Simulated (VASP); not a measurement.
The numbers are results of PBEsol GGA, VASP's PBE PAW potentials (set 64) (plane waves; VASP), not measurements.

A VASP calculation is set up with these files.

**INCAR**
```
! general
SYSTEM  =  BN
PREC    =  Accurate
ENCUT   =  400   ! plane-wave cut-off (eV)
LREAL   =  .FALSE.   ! projection in real space or not
LASPH   =  .TRUE.   ! aspherical one-centre terms

! electronic loop
EDIFF   =  1E-6   ! SCF stop (eV)
NELM    =  100   ! most electronic steps
ALGO    =  Normal

! smearing
ISMEAR  =  -1   ! Fermi-Dirac
SIGMA   =  0.01   ! width (eV)

! functional
GGA     =  PS   ! PBEsol

! ions
ISIF    =  2   ! forces and stress, cell fixed

! output
LWAVE   =  .FALSE.
LCHARG  =  .FALSE.
```

File POSCAR:
```
BN
1
    2.4726210000     0.0000000000     0.0000000000
   -1.2363100000     2.1413530000     0.0000000000
    0.0000000000     0.0000000000     7.2838360000
B N
2 2
Direct
  0.6666670000   0.3333330000   0.7500000000
  0.3333330000   0.6666670000   0.2500000000
  0.0000000000   0.0000000000   0.7500000000
  0.0000000000   0.0000000000   0.2500000000
```

### KPOINTS
```
Automatic mesh
0
Gamma
10 10 3
0 0 0
```

POTCAR, in this order: B N (PBE.64 set). Program: vasp_std.

Output of the run:

File OSZICAR:
```
       N       E                     dE             d eps       ncg     rms          rms(c)
DAV:   1     0.481220440414E+02    0.48122E+02   -0.71745E+03   672   0.989E+02
DAV:   2    -0.366271450844E+02   -0.84749E+02   -0.77797E+02   988   0.225E+02
DAV:   3    -0.402516804199E+02   -0.36245E+01   -0.36080E+01   872   0.503E+01
DAV:   4    -0.402862465529E+02   -0.34566E-01   -0.34547E-01   812   0.546E+00
DAV:   5    -0.402867891265E+02   -0.54257E-03   -0.54251E-03   868   0.671E-01    0.114E+01
DAV:   6    -0.369623197539E+02    0.33245E+01   -0.76993E+00   788   0.218E+01    0.541E+00
DAV:   7    -0.365922974729E+02    0.37002E+00   -0.53856E-01   848   0.588E+00    0.325E+00
DAV:   8    -0.364916017030E+02    0.10070E+00   -0.31573E-01   832   0.425E+00    0.430E-01
DAV:   9    -0.364889436303E+02    0.26581E-02   -0.13570E-02   784   0.968E-01    0.182E-01
DAV:  10    -0.364902051863E+02   -0.12616E-02   -0.12887E-03   856   0.290E-01    0.366E-02
DAV:  11    -0.364904038586E+02   -0.19867E-03   -0.18969E-04   804   0.113E-01    0.267E-02
DAV:  12    -0.364904061618E+02   -0.23031E-05   -0.37504E-05   812   0.481E-02    0.295E-03
DAV:  13    -0.364904063844E+02   -0.22267E-06   -0.13322E-06   624   0.106E-02
   1 F= -.36490406E+02 E0= -.36490406E+02  d E =-.875450E-15
```

File OUTCAR:
```
------------------------ aborting loop because EDIFF is reached ----------------------------------------
  FORCE on cell =-STRESS in cart. coord.  units (eV):
  Direction    XX          YY          ZZ          XY          YZ          ZX
  --------------------------------------------------------------------------------------
  Total        2.3541788      2.3541797     -0.8899307      0.0000005     -0.0000000      0.0000000
  in kB       97.8011716     97.8012082    -36.9709658      0.0000228     -0.0000000      0.0000000
  external PRESSURE =      52.8771380 kB  Pullay stress =       0.0000000 kB
  volume of cell :       38.57
      direct lattice vectors                 reciprocal lattice vectors
     2.472621000  0.000000000  0.000000000     0.404429146  0.233497138  0.000000000
    -1.236310000  2.141353000  0.000000000     0.000000000  0.466994466  0.000000000
     0.000000000  0.000000000  7.283836000     0.000000000  0.000000000  0.137290296
  FREE ENERGIE OF THE ION-ELECTRON SYSTEM (eV)
  ---------------------------------------------------
  free  energy   TOTEN  =       -36.4904063844 eV

  energy  without entropy=      -36.4904063844  energy(sigma->0) =      -36.49040638
```
(Selected blocks of OUTCAR.)

At this cut-off the stress carries a Pulay error, which pulls relaxed volumes low.

The structure comes from a computed database's BN entry; how it stands against other phases isn't given here. The cell was not relaxed at this level. The run is one of a series of settings (GGA = PS against the base run), some of them coarse on purpose.
